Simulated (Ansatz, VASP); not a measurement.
# Ta2S2N (Ta2NS2 MXene monolayer): VASP beside Ansatz

Aim: how closely do two programs agree when they are given the same cell, functional and k mesh? Of the first pair: The structure shown is the start of the Ansatz relaxation below; VASP solves that cell, so the two are compared at the walk's first step.

Calculated with Ansatz 0.2.0; plane waves, with VASP 6.6.1 beside it; single point at PBE with D3(BJ).

## 1. Starting point

The cell holds 5 atoms: 2 S, 2 Ta and 1 N. Cell: a = 3.155 Å, b = 3.155 Å, c = 43.244 Å, α = 90.0°, β = 90.0°, γ = 120.0°. Vacuum lies along c.

Coordinates:

```
S Ta N
1.0
     3.15458    0.00000    0.00000
    -1.57729    2.73195    0.00000
     0.00000    0.00000   43.24416
S Ta N
2 2 1
Cartesian
  0.0000 1.8213 18.5500
  1.5773 0.9106 24.6942
  1.5773 0.9106 20.3774
  0.0000 1.8213 22.8668
  0.0000 0.0000 21.6221
```

## 2. Ansatz: relaxation, PBE with D3(BJ)

Ansatz runs on its PAW soft_1 files.

The two programs are compared at the cell with which this relaxation starts, whose forces are those of its first step.

input.yaml

```yaml
crystal:
  lattice:
    - [3.15458, 0.0, 0.0]
    - [-1.57729, 2.7319464183, 0.0]
    - [0.0, 0.0, 43.2441631042]
  atoms:
    - { symbol: S, position: [0.3333333333, 0.6666666667, 0.4289596253] }
    - { symbol: Ta, position: [0.6666666667, 0.3333333333, 0.471216619] }
    - { symbol: "N", position: [0.0, 0.0, 0.5] }
    - { symbol: Ta, position: [0.3333333333, 0.6666666667, 0.528783381] }
    - { symbol: S, position: [0.6666666667, 0.3333333333, 0.5710403747] }
  periodic: [true, true, false]
kpoints:
  mp_grid: { grid: [12, 12, 1] }
hamiltonian:
  xc: pbe
  dispersion: d3bj
  pseudopotentials: { kind: paw, azcp: { folder: soft_1 } }
scf:
  occupations: { method: fermi_dirac, width: 0.05 }
  convergence: { dr2_threshold: 1.0e-09 }
relax:
  f_tol: 0.004
  max_steps: 90
  cell: {}
output:
  write_potential: true
  write_density: true
  volumetric_format: npy
```

On the command line:

```bash
$ ansatz run input.yaml --threads 4 --pin off --max-ram 6144MiB --backend cpu --events-out ev --progress --plain --runs-dir out
```

Numbers of over 12 decimals in the logs are rounded to 6 here.

Log:

```text
Warning: relax.cell: scf.convergence.dr2_threshold = 1e-9 eV is looser than the 1.91839896452e-10 eV advised for a relaxation that steers and ends on the stress (1e-10 eV for each atom of the cell: 5, times the square of relax.cell.stress_2d_tol = 0.05 N/m over 16.1 Å (the atoms' height at the walk's start and 5 Å past either face), 3.097e-2 GPa, over a crystal's default 0.05). What an SCF threshold leaves in a stress goes as its square root, and in the free energy as the threshold itself, and one threshold admits the most on a small cell: [figures from the program's tests cut] Set scf.convergence.dr2_threshold to 1.91839896452e-10 eV or tighter. [rest of the remark cut]
Engine: ansatz 0.2.0, aarch64-unknown-linux-gnu
Pseudopotentials: kind: paw
Pseudopotential: S, paw, valence charge 6, recommended cutoff 420 eV (normal), soft_1/S.paw.azcp
Pseudopotential: Ta, paw, valence charge 13, recommended cutoff 420 eV (normal), soft_1/Ta.paw.azcp
Pseudopotential: N, paw, valence charge 5, recommended cutoff 420 eV (normal), soft_1/N.paw.azcp
Functional definition: PBE
  parameter kappa = 0.804
  parameter beta = 0.066725
  exchange = pbe_x(kappa = kappa, mu = beta*pi^2/3)
  correlation = pbe_c(beta = beta)
Crystal: 5 atoms, lattice volume = 372.684 Å³
Basis set: ecut = 420 eV, 7189 PW (Γ), exchange–correlation on 48×48×600 points (8 copies of the dense FFT grid, shifted against one another)
Bands: 27, of which v1, the nominal top of the filled ones, is band 22 counted from 1 (21 counted from 0)
Symmetry: 12 space group operations
Space group: P-3m1 (ITA 164), of the structure as read, at distance tolerance 7.2e-5 Å
k-points: 19 of 144
Non-local potential: S, projectors of the file, l = 0: 2, l = 1: 2, l = 2: 1
Non-local potential: Ta, projectors of the file, l = 0: 3, l = 1: 2, l = 2: 2, l = 3: 1
Non-local potential: N, projectors of the file, l = 0: 2, l = 1: 2, l = 2: 1
PAW form: soft (Blöchl's): semilocal exchange-correlation on the pseudo side does not see the compensation charge
PAW one-centre angular grid: S, 110 points (default); XC on 64 Gauss nodes
PAW one-centre angular grid: Ta, 590 points (default); XC on 64 Gauss nodes
PAW one-centre angular grid: N, 110 points (default); XC on 64 Gauss nodes
Initial density: superposition of atomic densities (neutral atoms: chi_scale 0, normalization atom)
Initial wavefunctions: pseudopotential atomic-orbital guess
Functional: x = pbe(κ = 0.804, μ = 0.219515), c = pbe(β = 0.066725)
SCF iter   1: F=—  HF=-22062.822546 eV  |F-HF|=—  |Δ(HF+E_count)|=         —  Δρ=4.03e-2  dr2=8.12e0  ethr=3.10e-3  ⟨swp⟩=14.0  Hψ=4111  notcnv=0
preconditioner: auto → LDOS  [metal: Δε(μ)=0.068 eV  Ē_g=9.264 eV  σ=0.050 eV  W_gap=0.32  n_scr=26 (ndim 8)  ℏωp=10.0 eV  f_vac=0.766  D(μ)=1.91/eV (n_scr^D=12)  β→1.0]
SCF iter   2: F=—  HF=-22061.000677 eV  |F-HF|=—  |Δ(HF+E_count)|=    1.82e0  Δρ=1.83e-2  dr2=1.23e0  ethr=3.10e-3  ⟨swp⟩=5.6  Hψ=1826  notcnv=0  defer=5
SCF iter   3: F=—  HF=-22060.698485 eV  |F-HF|=—  |Δ(HF+E_count)|=   3.02e-1  Δρ=3.75e-3  dr2=8.23e-2  ethr=2.86e-3  ⟨swp⟩=3.7  Hψ=1313  notcnv=0  defer=3
SCF iter   4: F=—  HF=-22060.681721 eV  |F-HF|=—  |Δ(HF+E_count)|=   1.68e-2  Δρ=9.86e-4  dr2=1.08e-2  ethr=1.91e-4  ⟨swp⟩=3.8  Hψ=1433  notcnv=0  defer=3
SCF iter   5: F=—  HF=-22060.680942 eV  |F-HF|=—  |Δ(HF+E_count)|=   7.79e-4  Δρ=2.66e-4  dr2=1.65e-4  ethr=2.51e-5  ⟨swp⟩=3.3  Hψ=999  notcnv=0  defer=3
SCF iter   6: F=—  HF=-22060.681141 eV  |F-HF|=—  |Δ(HF+E_count)|=   1.99e-4  Δρ=6.57e-5  dr2=1.12e-5  ethr=3.84e-7  ⟨swp⟩=4.1  Hψ=1364  notcnv=0  defer=3
SCF iter   7: F=—  HF=-22060.681134 eV  |F-HF|=—  |Δ(HF+E_count)|=   6.99e-6  Δρ=1.08e-5  dr2=4.14e-7  ethr=2.61e-8  ⟨swp⟩=3.9  Hψ=1281  notcnv=0  defer=3
SCF iter   8: F=—  HF=-22060.680943 eV  |F-HF|=—  |Δ(HF+E_count)|=   1.90e-4  Δρ=2.50e-6  dr2=1.67e-8  ethr=9.62e-10  ⟨swp⟩=3.6  Hψ=1282  notcnv=0  defer=3
SCF iter   9: F=—  HF=-22060.680943 eV  |F-HF|=—  |Δ(HF+E_count)|=   1.52e-7  Δρ=7.15e-7  dr2=2.45e-9  ethr=2.33e-12  ⟨swp⟩=15.5  Hψ=5486  notcnv=0
SCF iter  10: F=-22060.680943 eV  HF=-22060.680943 eV  |F-HF|=6.30e-9  |Δ(HF+E_count)|=   1.06e-8  Δρ=1.75e-7  dr2=1.04e-10  ethr=2.33e-12  ⟨swp⟩=12.9  Hψ=4525  notcnv=0
SCF 1 converged in 10 iterations: F = -22060.680943 eV  dr2 = 1.04e-10
  greatest PAW one-centre occupation: 0.999 electrons in one spin orbital (limit 2), on the Ta atom at site 3 (counted from 0), in its partial waves of l = 0
[...]
SCF iter   4: F=—  HF=-22061.485660 eV  |F-HF|=—  |Δ(HF+E_count)|=   1.77e-4  Δρ=4.18e-6  dr2=7.85e-8  ethr=4.05e-9  ⟨swp⟩=3.0  Hψ=965  notcnv=0
SCF iter   5: F=—  HF=-22061.485662 eV  |F-HF|=—  |Δ(HF+E_count)|=   1.75e-6  Δρ=9.76e-7  dr2=3.42e-9  ethr=1.82e-10  ⟨swp⟩=3.9  Hψ=1170  notcnv=0
SCF iter   6: F=-22061.485662 eV  HF=-22061.485662 eV  |F-HF|=1.22e-8  |Δ(HF+E_count)|=   2.64e-7  Δρ=1.84e-7  dr2=9.32e-11  ethr=2.33e-12  ⟨swp⟩=18.9  Hψ=5522  notcnv=0
SCF 7 converged in 6 iterations: F = -22061.485662 eV  dr2 = 9.32e-11
relax step   7: F+E_penalty+E_count = -22061.48566249 eV  Δ(F+E_penalty+E_count) = -6.088e-3 eV  max|allowed force component| = 1.279e-3 eV/Å  Δτ_max = 0.0000 Å  P = +0.111 N/m  Ω = 403.427 Å³  fix = [c, alpha, beta]  reactions: c +0.000 N/m  stress off target by 1.11e-1 N/m on what of the cell is left free  SCF on the basis re-selected at this cell (its energy is not comparable with the rows above)  (6 SCF iters)
[...]
relax step   8: F+E_penalty+E_count = -22061.48564838 eV  Δ(F+E_penalty+E_count) = +1.411e-5 eV  max|allowed force component| = 2.389e-3 eV/Å  Δτ_max = 0.0011 Å  P = -0.000 N/m  Ω = 403.768 Å³  energy of the carried Pulay correction = -4.038e-5 eV  fix = [c, alpha, beta]  reactions: c -0.000 N/m  (6 SCF iters, accepted)
[...]
relax step   9: F+E_penalty+E_count = -22061.48568799 eV  Δ(F+E_penalty+E_count) = -3.962e-5 eV  max|allowed force component| = 2.388e-3 eV/Å  Δτ_max = 0.0000 Å  P = -0.000 N/m  Ω = 403.768 Å³  fix = [c, alpha, beta]  reactions: c -0.000 N/m  stress off target by 1.63e-4 N/m on what of the cell is left free  SCF on the basis re-selected at this cell (its energy is not comparable with the rows above)  (5 SCF iters)
basis re-selected at this cell: Δ(F+E_penalty+E_count) = -3.962e-5 eV, ΔP = +0.000 N/m vs the last step (what re-selecting the basis moved, of the pressure what is left beyond the Pulay correction that the steps carried, after the strain that the cell walked since its last selection, with what the two solves' SCF thresholds leave and, on support functions, any second-order correction that the steps lacked; it is no m [...]
SCF converged after 5 iterations
Free energy (F): -22061.485688 eV
Harris-Foulkes:  -22061.485688 eV  (|F-HF|=3.18e-9)
Internal energy: -22061.476225 eV  (E = F + TS)
E sigma→0 (E₀):  -22061.480957 eV
Entropy (-TS):   -0.009463 eV (-1.893 meV/atom)
Fermi energy:    -5.045758 eV
--- Per-component energies (eV) ---
  E_band       = -1099.804435
  E_kinetic    = 1128.516193
  E_local      = -158995.444318  (includes V_loc(G=0)·N_el)
  E_nonlocal   = 82.634034
  E_hartree    = 78820.177139
  E_xc         = -881.261137
  E_vxc        = -710.145100  (∫ρ·V_xc dr)
  E_paw        = -17954.533879  (= ΣΔE_a)
  E_vpaw       = -245.720520  (= ΣTr[D̂ρ^β])
  E_aug_tail   = 0.001039  (compensation charges beyond the density's cutoff)
  E_ewald      = 75740.160465
  E_disp       = -1.725761  (pairwise vdW)
  E_smearing   = -0.009463  (= −TS)
  E_closure    = 0.000000  (closes the sum)
  Σ components = -22061.485688   (vs F -22061.485688, Δ=0.00e0)
--- Forces (eV/Å), atoms counted from 1 ---
  atom   1  S      0.00000000     0.00000000    -0.00191001
  atom   2  Ta    -0.00000000    -0.00000000     0.00238801
  atom   3  N      0.00000000     0.00000000     0.00000000
  atom   4  Ta     0.00000000     0.00000000    -0.00238801
  atom   5  S     -0.00000000    -0.00000000     0.00191001
  max |Σ_I F_I| component: 1.27e-17 eV/Å
--- 2D stress c σ (N/m, compression-positive) ---
       -0.000163       0.000000      -0.000000
        0.000000      -0.000163       0.000000
       -0.000000       0.000000      -0.000000
  P = ½ c Tr σ = -0.0002 N/m
--- Band table (eV; the first three rows and the last of 19) ---
  k-point 0: bands = [... 18 lower, -6.4421, -6.4421, -6.1902, -6.1902, -5.4278, -4.3938, -3.6266, -3.6266, ... 1 higher]
  k-point 1: bands = [... 18 lower, -7.1962, -6.9687, -6.2013, -5.6748, -5.1869, -4.0947, -3.6371, -3.5008, ... 1 higher]
  k-point 2: bands = [... 18 lower, -7.4655, -7.3065, -6.7694, -5.2403, -4.7974, -3.8548, -3.2424, -3.0243, ... 1 higher]
  k-point 18: bands = [... 18 lower, -8.9352, -8.9352, -5.2237, -5.2237, -4.5485, -2.4951, -2.4951, -2.0980, ... 1 higher]
  the weakly bound empty levels are not read free of the cell's end (no_gap_told)
--- Relaxed structure (7 steps of the walk, 7 accepted, 2 SCFs on fresh bases) ---
  F+E_penalty+E_count = -22061.48568799 eV   max|allowed force component| = 2.388e-3 eV/Å   (the final SCF, on the basis selected at the relaxed cell)
  cell:  # Å, volume = 403.7677 Å³
    - [3.283498, 0.0, 0]
    - [-1.641749, 2.843593, 0]
    - [0, 0, 43.2441631042]
  atoms:
    - { symbol: S, position: [0.333333, 0.666667, 0.436913] }
    - { symbol: Ta, position: [0.666667, 0.333333, 0.473677] }
    - { symbol: N, position: [0, 0, 0.500000] }
    - { symbol: Ta, position: [0.333333, 0.666667, 0.526323] }
    - { symbol: S, position: [0.666667, 0.333333, 0.563087] }
```

Reading the cycles: dr2 is the Hartree energy of the density residual (eV), the measure of convergence; HF is the Harris–Foulkes estimate of the energy, which meets the free energy F at convergence.

## 3. VASP: single point, PBE with D3(BJ), start cell, pair 1

The same cell, functional, mesh and smearing now go to VASP, with its own data sets.

Lines of VASP's logs that name or quote its potential files are left out, and so is its time.

INCAR

```
SYSTEM = Ta2S2N
PREC = Accurate
ENCUT = 520
EDIFF = 1E-06
NELM = 120
ISMEAR = -1
SIGMA = 0.05
LREAL = .FALSE.
ALGO = Normal
GGA = PE
IVDW = 12
NBANDS = 25
LASPH = .TRUE.
LORBIT = 11
LWAVE = .FALSE.
LCHARG = .FALSE.
ISIF = 2
LDIPOL = .TRUE.
IDIPOL = 3
DIPOL = 0.5 0.5 0.5
LVHAR = .TRUE.
GGA_COMPAT = .FALSE.
NELMDL = -8
KPAR = 2
```

POSCAR

```
Ta2S2N
1.0
    3.1545800000      0.0000000000      0.0000000000
   -1.5772900000      2.7319460000      0.0000000000
    0.0000000000      0.0000000000     43.2441630000
S Ta N
2 2 1
Direct
    0.3333333333      0.6666666667      0.4289596263
    0.6666666667      0.3333333333      0.5710403737
    0.6666666667      0.3333333333      0.4712166125
    0.3333333333      0.6666666667      0.5287833875
    0.0000000000      0.0000000000      0.5000000000
```

KPOINTS

```
Automatic mesh
0
Gamma
12 12 1
0 0 0
```

PAW data sets: S, Ta_pv and N (PBE family, release 64).

On the command line:

```bash
$ mpirun -np 2 vasp_std
```

Log:

```text
[banner, memory and clock lines left out]
running    2 mpi-ranks, on    1 nodes
 distrk:  each k-point on    1 cores,    2 groups
 distr:  one band on    1 cores,    1 groups

 POSCAR found type information on POSCAR S TaN
 POSCAR found :  3 types and       5 ions
 LDA part: xc-table for (Slater+PW92), standard interpolation
 POSCAR, INCAR and KPOINTS ok, starting setup
 FFT: planning ... GRIDC
 FFT: planning ... GRID_SOFT
 FFT: planning ... GRID
 WAVECAR not read
 entering main loop
       N       E                     dE             d eps       ncg     rms          rms(c)
DAV:   1     0.302518010305E+03    0.30252E+03   -0.17886E+04  1206   0.117E+03
DAV:   2    -0.117833276659E+02   -0.31430E+03   -0.30888E+03  1367   0.256E+02
DAV:   3    -0.477530478037E+02   -0.35970E+02   -0.35672E+02  1236   0.868E+01
DAV:   4    -0.488877252888E+02   -0.11347E+01   -0.11242E+01  1255   0.172E+01
DAV:   5    -0.489253681542E+02   -0.37643E-01   -0.37581E-01  1292   0.280E+00
DAV:   6    -0.489271911082E+02   -0.18230E-02   -0.18221E-02  1332   0.628E-01
DAV:   7    -0.489272718929E+02   -0.80785E-04   -0.80774E-04  1372   0.121E-01
DAV:   8    -0.489272732960E+02   -0.14031E-05   -0.14026E-05  1292   0.168E-02    0.288E+01
DAV:   9    -0.448757784665E+02    0.40515E+01   -0.25749E+01  1231   0.274E+01    0.144E+01
DAV:  10    -0.446710882942E+02    0.20469E+00   -0.44748E+00  1195   0.961E+00    0.566E+00
DAV:  11    -0.445510080032E+02    0.12008E+00   -0.14954E+00  1343   0.563E+00    0.168E+00
DAV:  12    -0.445175533798E+02    0.33455E-01   -0.25385E-01  1290   0.225E+00    0.317E-01
DAV:  13    -0.445167892676E+02    0.76411E-03   -0.21414E-02  1241   0.791E-01    0.379E-01
DAV:  14    -0.445160400837E+02    0.74918E-03   -0.38467E-03  1273   0.368E-01    0.110E-01
[...]
DAV:  19    -0.445157428500E+02   -0.13666E-03   -0.25917E-05  1154   0.192E-02    0.565E-03
DAV:  20    -0.445157805047E+02   -0.37655E-04   -0.61493E-06  1026   0.817E-03    0.390E-03
DAV:  21    -0.445158348728E+02   -0.54368E-04   -0.28804E-06   921   0.616E-03    0.195E-03
DAV:  22    -0.445158542799E+02   -0.19407E-04   -0.34499E-07   801   0.288E-03    0.139E-03
DAV:  23    -0.445158700927E+02   -0.15813E-04   -0.92916E-07   837   0.236E-03    0.170E-03
DAV:  24    -0.445158752374E+02   -0.51447E-05   -0.14836E-07   658   0.173E-03    0.373E-04
DAV:  25    -0.445158816364E+02   -0.63990E-05   -0.35958E-07   739   0.158E-03    0.103E-03
DAV:  26    -0.445158820941E+02   -0.45767E-06   -0.17930E-08   522   0.617E-04
   1 F= -.46274915E+02 E0= -.46264990E+02  d E =-.198499E-01
```

Parts of OUTCAR (step 3):

```text
ion  position               nearest neighbor table
   1  0.333  0.667  0.429-   3 2.58   3 2.58   3 2.58
   2  0.667  0.333  0.571-   4 2.58   4 2.58   4 2.58
   3  0.667  0.333  0.471-   5 2.21   5 2.21   5 2.21   1 2.58   1 2.58   1 2.58   4 3.08   4 3.08
                             4 3.08
   4  0.333  0.667  0.529-   5 2.21   5 2.21   5 2.21   2 2.58   2 2.58   2 2.58   3 3.08   3 3.08
                             3 3.08
   5  0.000  0.000  0.500-   4 2.21   3 2.21   4 2.21   3 2.21   3 2.21   4 2.21

  LATTYP: Found a hexagonal cell.
 ALAT       =     3.1545800000
 C/A-ratio  =    13.7083741734

 Subroutine GETGRP returns: Found 12 space group operations
 (whereof 12 operations were pure point group operations)

The static configuration has the point symmetry D_3d.

 Found     19 irreducible k-points:

   k-points           NKPTS =     19   k-points in BZ     NKDIM =     19   number of bands    NBANDS=     25

   dimension x,y,z NGX =    24 NGY =   24 NGZ =  324
   dimension x,y,z NGXF=    48 NGYF=   48 NGZF=  648

   ENCUT  =  520.0 eV  38.22 Ry    6.18 a.u.   5.87  5.87 80.41*2*pi/ulx,y,z

   NELECT =      39.0000    total number of electrons

 k-points in reciprocal lattice and weights: Automatic mesh
   0.00000000  0.00000000  0.00000000       0.007
   0.08333333 -0.00000000  0.00000000       0.042
   0.16666667 -0.00000000  0.00000000       0.042
   0.25000000 -0.00000000  0.00000000       0.042
   0.33333333 -0.00000000  0.00000000       0.042
   0.41666667 -0.00000000  0.00000000       0.042
   0.50000000 -0.00000000  0.00000000       0.021
   0.08333333  0.08333333  0.00000000       0.042
   0.16666667  0.08333333  0.00000000       0.083
[...]
0.33333333  0.25000000  0.00000000       0.083
   0.33333333  0.33333333  0.00000000       0.014

 dipolmoment           0.000000      0.000000      0.000000 electrons x Angstroem

 average (electrostatic) potential at core
       1 -94.3865       2 -94.3865       3 -46.6315       4 -46.6315       5 -73.6503

 E-fermi :  -2.5294

 k-point     1 :       0.0000    0.0000    0.0000
  band No.  band energies     occupation
    ...
     17      -3.9649      2.00000
     18      -3.1964      2.00000
     19      -3.1964      2.00000
     20      -2.7844      1.98787
     21      -2.7844      1.98787
     22      -2.0554      0.00015
     23      -1.2907      0.00000
     24      -1.2907      0.00000
     25      -0.6307      0.00000

 k-point     2 :       0.0833   -0.0000    0.0000
  band No.  band energies     occupation
    ...
     16      -4.2295      2.00000
     17      -4.0119      2.00000
     18      -3.7963      2.00000
     19      -3.6432      2.00000
     20      -2.7429      1.97244
     21      -2.4469      0.32202
     22      -1.7785      0.00000
     23      -1.4321      0.00000
     24      -1.1474      0.00000
     25      -0.3621      0.00000

 k-point     3 :       0.1667   -0.0000    0.0000
  band No.  band energies     occupation
    ...
     16      -4.8760      2.00000
     17      -4.2234      2.00000
     18      -4.1967      2.00000
     19      -3.9210      2.00000
     20      -2.8597      1.99730
     21      -2.2723      0.01162
     22      -1.7383      0.00000
     23      -1.3070      0.00000
     24      -0.6317      0.00000
     25      -0.1016      0.00000

 Edisp (eV)   -1.75903

  Total       0.56549     0.56549   -11.39305    -0.00000     0.00000     0.00000
  in kB       2.43107     2.43106   -48.97897    -0.00000     0.00000     0.00000
  external pressure =      -14.71 kB  Pullay stress =        0.00 kB

  energy-cutoff  :      520.00
  volume of cell :      372.68
      direct lattice vectors                 reciprocal lattice vectors
     3.154580000  0.000000000  0.000000000     0.316999410  0.183019723  0.000000000
    -1.577290000  2.731946000  0.000000000     0.000000000  0.366039446  0.000000000
     0.000000000  0.000000000 43.244163000     0.000000000  0.000000000  0.023124508

 POSITION                                       TOTAL-FORCE (eV/Angst)
 -----------------------------------------------------------------------------------
     -0.00000      1.82130     18.55000        -0.000000      0.000000      2.399272
      1.57729      0.91065     24.69416         0.000000     -0.000000     -2.399272
      1.57729      0.91065     20.37737         0.000000      0.000000     -1.360734
     -0.00000      1.82130     22.86680         0.000000      0.000000      1.360734
      0.00000      0.00000     21.62208         0.000000      0.000000      0.000000
 -----------------------------------------------------------------------------------
    total drift:                                0.000000     -0.000000      0.000000

  FREE ENERGIE OF THE ION-ELECTRON SYSTEM (eV)
  ---------------------------------------------------
  free  energy   TOTEN  =       -46.2749146798 eV

  energy  without entropy=      -46.2550648016  energy(sigma->0) =      -46.26498974

 vacuum level on the upper side and lower side of the slab         2.468         2.468

 total charge
# of ion       s       p       d       tot
------------------------------------------
    1        1.368   2.305   0.000   3.674
    2        1.368   2.305   0.000   3.674
    3        0.277   6.199   2.357   8.833
    4        0.277   6.199   2.357   8.833
    5        1.238   2.489   0.000   3.728
--------------------------------------------------
tot          4.530  19.498   4.713  28.741

[... 3 further parts left out ...]
```

This run has no spin polarisation. Its electron count is odd, so without a moment it is a metal by construction.

(Part 1 of 2 ends here.)

[Lines on the potential files, build, host, timing and source positions are cut from VASP's logs without a mark.]

[Logs are printed without paths, hosts, clocks, repeated set-up lines and the standing remarks that a program may print on its own settings, such as how far it seeks lower states.]

[Hosts, paths, dates, database ids (printed as entryN), source tags and the programs' standing remarks are cut or masked in the printed files.]
